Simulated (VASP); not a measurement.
Output of a VASP run:

OSZICAR:
```
       N       E                     dE             d eps       ncg     rms          rms(c)
DAV:   1     0.936465244096E+02    0.93647E+02   -0.65230E+03  2080   0.107E+03
DAV:   2    -0.673582542366E+01   -0.10038E+03   -0.98315E+02  2300   0.382E+02
DAV:   3    -0.104473797281E+02   -0.37116E+01   -0.35584E+01  2990   0.616E+01
DAV:   4    -0.106653677297E+02   -0.21799E+00   -0.21720E+00  2848   0.139E+01
DAV:   5    -0.106729502665E+02   -0.75825E-02   -0.75793E-02  3144   0.209E+00    0.685E+00
DAV:   6    -0.102355887755E+02    0.43736E+00   -0.86140E-01  3208   0.116E+01    0.235E+00
DAV:   7    -0.101827428691E+02    0.52846E-01   -0.24978E-01  3240   0.607E+00    0.947E-01
DAV:   8    -0.101864570893E+02   -0.37142E-02   -0.10728E-02  2318   0.156E+00    0.828E-02
DAV:   9    -0.101864614968E+02   -0.44074E-05   -0.10049E-03  3620   0.376E-01    0.280E-02
DAV:  10    -0.101864724966E+02   -0.11000E-04   -0.21832E-05  2374   0.717E-02    0.116E-02
DAV:  11    -0.101864659664E+02    0.65303E-05   -0.26418E-06  2192   0.244E-02    0.276E-03
DAV:  12    -0.101864662059E+02   -0.23950E-06   -0.15587E-07  1244   0.516E-03
   1 F= -.10186466E+02 E0= -.10186199E+02  d E =-.801941E-03
```

OUTCAR:
```
------------------------ aborting loop because EDIFF is reached ----------------------------------------
  FORCE on cell =-STRESS in cart. coord.  units (eV):
  Direction    XX          YY          ZZ          XY          YZ          ZX
  --------------------------------------------------------------------------------------
  Total       -0.9824304     -0.9824304     -0.9824304      0.0000000      0.0000000      0.0000000
  in kB      -82.5467573    -82.5467573    -82.5467573      0.0000000      0.0000000      0.0000000
  external PRESSURE =     -82.5467573 kB  Pullay stress =       0.0000000 kB
  volume of cell :       19.07
      direct lattice vectors                 reciprocal lattice vectors
    -1.683000000  1.683000000  1.683000000     0.000000000  0.297088532  0.297088532
     1.683000000 -1.683000000  1.683000000     0.297088532  0.000000000  0.297088532
     1.683000000  1.683000000 -1.683000000     0.297088532  0.297088532  0.000000000
 POSITION                                       TOTAL-FORCE (eV/Angst)
 -----------------------------------------------------------------------------------
      0.00000      0.00000      0.00000        -0.000000      0.000000      0.000000
 -----------------------------------------------------------------------------------
    total drift:                                0.000000      0.000000      0.000000
  FREE ENERGIE OF THE ION-ELECTRON SYSTEM (eV)
  ---------------------------------------------------
  free  energy   TOTEN  =       -10.1864662059 eV

  energy  without entropy=      -10.1856642645  energy(sigma->0) =      -10.18619889
```
(Selected blocks of OUTCAR.)

POSCAR:
```
Nb
1
   -1.6830000000     1.6830000000     1.6830000000
    1.6830000000    -1.6830000000     1.6830000000
    1.6830000000     1.6830000000    -1.6830000000
Nb
1
Direct
  0.0000000000   0.0000000000   0.0000000000
```

Problem. Reconstruct the remaining input files.

Solution. One answer among several that fit: the input of the run itself, PBE GGA, plane waves, VASP's PBE PAW potentials (set 64).

KPOINTS:
```
Regular mesh
0
Gamma
14 14 14
0 0 0
```

### INCAR
```
! general
SYSTEM   =  Nb
PREC     =  Accurate
ENCUT    =  400
LREAL    =  .False.
LASPH    =  .True.

! electronic loop
EDIFF    =  1E-6
NELM     =  100
ALGO     =  Normal
LMAXMIX  =  4

! smearing
ISMEAR   =  1
SIGMA    =  0.1

! functional
GGA      =  PE

! ions
ISIF     =  2

! output
LWAVE    =  .False.
LCHARG   =  .False.
```

POTCAR, in this order: Nb_sv (PBE.64 set). Program: vasp_std.

The compound is Nb in the bcc structure. The cell was not relaxed at this level.
